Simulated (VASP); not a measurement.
# Tc: Tc into a neighbouring Tc vacancy, part 2 of 2

Aim: the barrier for one hop in Tc: Tc into a neighbouring Tc vacancy. The start is a cell from a database of measured crystal structures.

VASP 6.6.1; PBEsol; plane waves and PAW (Tc).

So far. Step 3 (Relax the start): The run ended after 17 ionic steps, 0.264 eV below its first step, once the forces on the free atoms met EDIFFG = -0.05. Step 4 (Relax the end): The run ended after 24 ionic steps, 0.323 eV below its first step, once the forces on the free atoms met EDIFFG = -0.05.

## 5. Nudged elastic band

Images on a straight line between the ends relax across the path, while springs keep them spaced along it.

The input, INCAR:

```
SYSTEM = Tc
PREC = Normal
ENCUT = 280
EDIFF = 1E-05
NELM = 120
ISMEAR = 1
SIGMA = 0.15
LREAL = Auto
ALGO = Fast
GGA = PS
NBANDS = 150
LASPH = .TRUE.
LWAVE = .FALSE.
LCHARG = .FALSE.
NCORE = 2
IMAGES = 3
SPRING = -5
IBRION = 3
POTIM = 0.15
NSW = 60
EDIFFG = -0.05
ISYM = 0
ISIF = 0
SMASS = 1
```

The input, POSCAR:

```
Tc
1.0
    8.1457419003      0.0000000000      0.0000000000
   -4.0728709500      7.0544194185      0.0000000000
    0.0000000000      0.0000000000      8.6876415836
Tc
35
Direct
    0.2223421443      0.1111118974      0.8800595338
    0.2206801691      0.4443180857      0.3787246539
    0.2205324788      0.4421410543      0.8781751038
    0.2208051035      0.7765244455      0.3786534124
    0.2204925957      0.7785216501      0.8779483418
    0.5573628158      0.1125590258      0.3782688464
    0.5547280573      0.1130014933      0.8778155902
    0.5573031137      0.4446849513      0.3785024987
    0.5546976074      0.4419855616      0.8779361472
    0.5554692439      0.7777946633      0.3787150406
    0.5555251102      0.7777156349      0.8781632372
    0.8889123000      0.1127246475      0.3785475823
    0.8910650790      0.1125866640      0.8780201604
    0.8890083242      0.4444417379      0.3796900820
    0.8889434682      0.4443792282      0.8803104116
    0.8885169244      0.7757587670      0.3786340595
    0.8911254755      0.7785911500      0.8780136642
    0.1115174155      0.2218537988      0.1223608818
    0.1128948424      0.2202326706      0.6171126887
    0.1109430376      0.5555810037      0.1197125085
    0.1104260779      0.5552125388      0.6213272727
    0.1115370011      0.8896401353      0.1224521895
    0.1129646879      0.8926590887      0.6166930937
    0.4436951779      0.2218562206      0.1243457305
    0.4407570753      0.2202918887      0.6151241989
    0.4445942091      0.5560207053      0.1238624475
    0.4451576031      0.5569713222      0.6212395258
    0.4446992787      0.8886515146      0.1225948360
    0.4452466614      0.8882708945      0.6215311118
    0.7777822593      0.2222939253      0.1188981079
    0.7783806153      0.2231497844      0.6222532030
    0.7777995479      0.5554783687      0.1187140387
    0.7782585009      0.5549358054      0.6227553382
    0.7771581784      0.8884755493      0.1248696100
    0.7764618532      0.8881966868      0.6206608138
```

The input, KPOINTS:

```
Automatic mesh
0
Gamma
3 3 2
0 0 0
```

The input, 00/POSCAR:

```
Tc
1.0
    8.1457419003      0.0000000000      0.0000000000
   -4.0728709500      7.0544194185      0.0000000000
    0.0000000000      0.0000000000      8.6876415836
Tc
35
Direct
    0.2223421443      0.1111118974      0.8800595338
    0.2206801691      0.4443180857      0.3787246539
    0.2205324788      0.4421410543      0.8781751038
    0.2208051035      0.7765244455      0.3786534124
    0.2204925957      0.7785216501      0.8779483418
    0.5573628158      0.1125590258      0.3782688464
    0.5547280573      0.1130014933      0.8778155902
    0.5573031137      0.4446849513      0.3785024987
    0.5546976074      0.4419855616      0.8779361472
    0.5554692439      0.7777946633      0.3787150406
    0.5555251102      0.7777156349      0.8781632372
    0.8889123000      0.1127246475      0.3785475823
    0.8910650790      0.1125866640      0.8780201604
    0.8890083242      0.4444417379      0.3796900820
    0.8889434682      0.4443792282      0.8803104116
    0.8885169244      0.7757587670      0.3786340595
    0.8911254755      0.7785911500      0.8780136642
    0.1115174155      0.2218537988      0.1223608818
    0.1128948424      0.2202326706      0.6171126887
    0.1109430376      0.5555810037      0.1197125085
    0.1104260779      0.5552125388      0.6213272727
    0.1115370011      0.8896401353      0.1224521895
    0.1129646879      0.8926590887      0.6166930937
    0.4436951779      0.2218562206      0.1243457305
    0.4407570753      0.2202918887      0.6151241989
    0.4445942091      0.5560207053      0.1238624475
    0.4451576031      0.5569713222      0.6212395258
    0.4446992787      0.8886515146      0.1225948360
    0.4452466614      0.8882708945      0.6215311118
    0.7777822593      0.2222939253      0.1188981079
    0.7783806153      0.2231497844      0.6222532030
    0.7777995479      0.5554783687      0.1187140387
    0.7782585009      0.5549358054      0.6227553382
    0.7771581784      0.8884755493      0.1248696100
    0.7764618532      0.8881966868      0.6206608138
```

The input, 01/POSCAR:

```
Tc
1.0
    8.1457419003      0.0000000000      0.0000000000
   -4.0728709500      7.0544194185      0.0000000000
    0.0000000000      0.0000000000      8.6876415836
Tc
35
Direct
    0.2219664627      0.1111884872      0.8778384866
    0.2207115316      0.3605486707      0.3767162592
    0.2209735308      0.4426576395      0.8760250092
    0.2208864704      0.7767873889      0.3766586207
    0.2205326656      0.7776057083      0.8761718619
    0.5569376480      0.1121853192      0.3762733123
    0.5549669152      0.1124407738      0.8761565503
    0.5575070176      0.4450170007      0.3765916773
    0.5547708956      0.4428785152      0.8762729872
    0.5561587028      0.7779456966      0.3768289968
    0.5553002578      0.7769203452      0.8764810678
    0.8889898546      0.1118246546      0.3765961958
    0.8910766666      0.1123377330      0.8763289591
    0.8890163234      0.4449073990      0.3773476886
    0.8895082690      0.4446727708      0.8779217236
    0.8886596647      0.7762343327      0.3763331304
    0.8906589884      0.7783738478      0.8757427910
    0.1120024119      0.2228536786      0.1246760456
    0.1125537019      0.2207895388      0.6197599076
    0.1114993992      0.5550989516      0.1226627010
    0.1108396761      0.5550609572      0.6223661598
    0.1112776045      0.8893174194      0.1237907724
    0.1124590038      0.8915714673      0.6197798492
    0.4441977557      0.2216853534      0.1252243940
    0.4418033694      0.2206391134      0.6175389374
    0.4437721416      0.5554217843      0.1264830038
    0.4448379382      0.5564493542      0.6221403128
    0.4449184100      0.8890582843      0.1237452525
    0.4451627560      0.8885091740      0.6224382646
    0.7775577560      0.2220800390      0.1212814498
    0.7782062414      0.2228568156      0.6223239003
    0.7779617922      0.5556883590      0.1203334704
    0.7781914239      0.5551011868      0.6246756224
    0.7775712240      0.8884066673      0.1251856694
    0.7768351691      0.8882827208      0.6230664016
```

The input, 02/POSCAR:

```
Tc
1.0
    8.1457419003      0.0000000000      0.0000000000
   -4.0728709500      7.0544194185      0.0000000000
    0.0000000000      0.0000000000      8.6876415836
Tc
35
Direct
    0.2215907812      0.1112650771      0.8756174393
    0.2207428940      0.2767792557      0.3747078646
    0.2214145828      0.4431742247      0.8738749145
    0.2209678373      0.7770503322      0.3746638290
    0.2205727355      0.7766897665      0.8743953820
    0.5565124801      0.1118116127      0.3742777781
    0.5552057731      0.1118800543      0.8744975104
    0.5577109216      0.4453490501      0.3746808560
    0.5548441838      0.4437714688      0.8746098272
    0.5568481617      0.7780967299      0.3749429530
    0.5550754054      0.7761250556      0.8747988984
    0.8890674093      0.1109246617      0.3746448092
    0.8910882541      0.1120888020      0.8746377578
    0.8890243226      0.4453730601      0.3750052952
    0.8900730698      0.4449663134      0.8755330356
    0.8888024050      0.7767098984      0.3740322012
    0.8901925013      0.7781565457      0.8734719178
    0.1124874084      0.2238535585      0.1269912093
    0.1122125614      0.2213464070      0.6224071266
    0.1120557608      0.5546168996      0.1256128934
    0.1112532743      0.5549093755      0.6234050470
    0.1110182080      0.8889947036      0.1251293553
    0.1119533196      0.8904838458      0.6228666047
    0.4447003335      0.2215144861      0.1261030576
    0.4428496636      0.2209863380      0.6199536759
    0.4429500740      0.5548228634      0.1291035602
    0.4445182734      0.5559273862      0.6230410998
    0.4451375414      0.8894650540      0.1248956690
    0.4450788505      0.8887474535      0.6233454174
    0.7773332528      0.2218661528      0.1236647916
    0.7780318674      0.2225638467      0.6223945976
    0.7781240364      0.5558983492      0.1219529020
    0.7781243469      0.5552665681      0.6265959066
    0.7779842696      0.8883377854      0.1255017288
    0.7772084850      0.8883687548      0.6254719894
```

The input, 03/POSCAR:

```
Tc
1.0
    8.1457419003      0.0000000000      0.0000000000
   -4.0728709500      7.0544194185      0.0000000000
    0.0000000000      0.0000000000      8.6876415836
Tc
35
Direct
    0.2212150996      0.1113416670      0.8733963920
    0.2207742565      0.1930098407      0.3726994700
    0.2218556349      0.4436908099      0.8717248198
    0.2210492042      0.7773132756      0.3726690373
    0.2206128054      0.7757738247      0.8726189022
    0.5560873122      0.1114379062      0.3722822440
    0.5554446310      0.1113193348      0.8728384706
    0.5579148255      0.4456810995      0.3727700346
    0.5549174721      0.4446644223      0.8729466672
    0.5575376206      0.7782477632      0.3730569092
    0.5548505530      0.7753297660      0.8731167290
    0.8891449640      0.1100246688      0.3726934227
    0.8910998416      0.1118398710      0.8729465564
    0.8890323217      0.4458387212      0.3726629017
    0.8906378705      0.4452598559      0.8731443477
    0.8889451453      0.7771854642      0.3717312720
    0.8897260142      0.7779392436      0.8712010445
    0.1129724048      0.2248534384      0.1293063730
    0.1118714210      0.2219032752      0.6250543456
    0.1126121225      0.5541348475      0.1285630859
    0.1116668725      0.5547577938      0.6244439341
    0.1107588114      0.8886719877      0.1264679381
    0.1114476354      0.8893962244      0.6259533602
    0.4452029113      0.2213436188      0.1269817211
    0.4438959578      0.2213335626      0.6223684144
    0.4421280065      0.5542239424      0.1317241165
    0.4441986086      0.5554054183      0.6239418868
    0.4453566727      0.8898718238      0.1260460856
    0.4449949450      0.8889857330      0.6242525702
    0.7771087495      0.2216522666      0.1260481335
    0.7778574934      0.2222708778      0.6224652948
    0.7782862807      0.5561083395      0.1235723337
    0.7780572698      0.5554319494      0.6285161908
    0.7783973152      0.8882689034      0.1258177882
    0.7775818008      0.8884547887      0.6278775773
```

The input, 04/POSCAR:

```
Tc
1.0
    8.1457419003      0.0000000000      0.0000000000
   -4.0728709500      7.0544194185      0.0000000000
    0.0000000000      0.0000000000      8.6876415836
Tc
35
Direct
    0.2208394180      0.1114182568      0.8711753448
    0.2208056190      0.1092404257      0.3706910753
    0.2222966869      0.4442073951      0.8695747252
    0.2211305711      0.7775762190      0.3706742456
    0.2206528753      0.7748578829      0.8708424223
    0.5556621444      0.1110641996      0.3702867098
    0.5556834889      0.1107586153      0.8711794307
    0.5581187295      0.4460131489      0.3708592132
    0.5549907603      0.4455573759      0.8712835072
    0.5582270795      0.7783987965      0.3711708654
    0.5546257006      0.7745344763      0.8714345596
    0.8892225186      0.1091246759      0.3707420362
    0.8911114292      0.1115909400      0.8712553551
    0.8890403209      0.4463043823      0.3703205083
    0.8912026713      0.4455533985      0.8707556597
    0.8890878856      0.7776610299      0.3694303429
    0.8892595271      0.7777219414      0.8689301713
    0.1134574012      0.2258533182      0.1316215368
    0.1115302805      0.2224601434      0.6277015645
    0.1131684841      0.5536527954      0.1315132784
    0.1120804707      0.5546062122      0.6254828212
    0.1104994148      0.8883492718      0.1278065210
    0.1109419513      0.8883086030      0.6290401157
    0.4457054891      0.2211727516      0.1278603846
    0.4449422519      0.2216807873      0.6247831529
    0.4413059390      0.5536250214      0.1343446728
    0.4438789437      0.5548834503      0.6248426738
    0.4455758040      0.8902785935      0.1271965021
    0.4449110396      0.8892240125      0.6251597230
    0.7768842462      0.2214383803      0.1284314754
    0.7776831195      0.2219779090      0.6225359921
    0.7784485249      0.5563183298      0.1251917654
    0.7779901928      0.5555973308      0.6304364750
    0.7788103608      0.8882000214      0.1261338476
    0.7779551167      0.8885408227      0.6302831651
```

PAW data sets: Tc (PBE family, release 64).

Run with:

```
> mpirun -np 6 vasp_std
```

It took 25 min on 6 MPI ranks of Intel Xeon 6975P-C (Granite Rapids), shared host; peak memory 1.6 GiB.

Images along the path:

| image | path (A) | energy (eV) | Tc2: x, y, z (Å) |
| --- | --- | --- | --- |
| 0 | 0.000 | 0.0000 | -0.012, 3.134, 3.290 |
| 1 | 0.876 | 0.3911 | 0.380, 2.637, 3.250 |
| 2 | 1.754 | 1.1699 | 0.772, 2.015, 3.254 |
| 3 | 2.632 | 0.3937 | 1.116, 1.362, 3.257 |
| 4 | 3.507 | 0.0010 | 1.354, 0.771, 3.220 |

Numbers from this step:

```yaml
electronic_cycles: 310
path_length: 3.507 Å
barrier: 1.170 eV
barrier_in_the_reverse_direction: 1.169 eV
barrier_from_a_spline_through_the_images: 1.170 eV
reaction_energy: 9.92e-4 eV
```

What the program prints for this run, and its count of cycles, belong to image 1; the force that counts for the threshold is the band's, across the path.

## 6. What came out

| Item | Value |
| --- | --- |
| hop | Tc into a neighbouring Tc vacancy |
| barrier | 1.17 eV |
| barrier in the reverse direction | 1.17 eV |
| barrier from a spline through the images | 1.17 eV |
| reaction energy | 9.9e-4 eV |
| path length | 3.51 Å |

What this shows: The barrier is 1.17 eV forwards and 1.17 eV backwards. With an attempt frequency of 10¹³ per second, taken as a typical value, this barrier gives about 10^-7 hops a second at 300 K. Both ends are alike and an image sits at the midpoint, which is the saddle if the path is symmetric. The band met its force threshold after 46 steps. Cell and mesh are small and were not tested. The band started on a straight line, so other routes may lie lower.

[Lines on the potential files, build, host, timing and source positions are cut from VASP's logs without a mark.]

[Logs are printed without paths, hosts, clocks, repeated set-up lines and the standing remarks that a program may print on its own settings, such as how far it seeks lower states.]

[Hosts, paths, dates, database ids (printed as entryN), source tags and the programs' standing remarks are cut or masked in the printed files.]

[Runs that stopped without an error message from VASP are left out.]
